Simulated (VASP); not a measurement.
Input:

```
TiSe2
1.0
    1.76107    -3.05026     0.00000
    1.76107     3.05026     0.00000
    0.00000     0.00000     5.99089
Ti Se
1 2
Cartesian
  0.00000   0.00000   0.00000
  1.76107   1.01676   1.54603
  1.76107  -1.01676   4.44486
```

Calculation: rev-vdW-DF2, VASP's PBE PAW potentials (set 64) (plane waves; VASP). Numerical set-up: 520 eV cut-off, 11×11×6 Γ-centred mesh, tetrahedra with Blöchl corrections, potentials Ti_sv Se.

Problem. Estimate the energy per atom (σ→0), band gap (on the k-mesh) with the smallest direct gap where there is one.

Solution. 
| Property | Value |
|---|---|
| band gap (on the k-mesh) | none (metal, semimetal or under 0.01 eV) |
| energy per atom (σ→0) | -4.330 eV/atom |

Only differences to runs with the same potentials and settings are physical.

The compound is TiSe2 in the 1T layered structure. It was relaxed first.
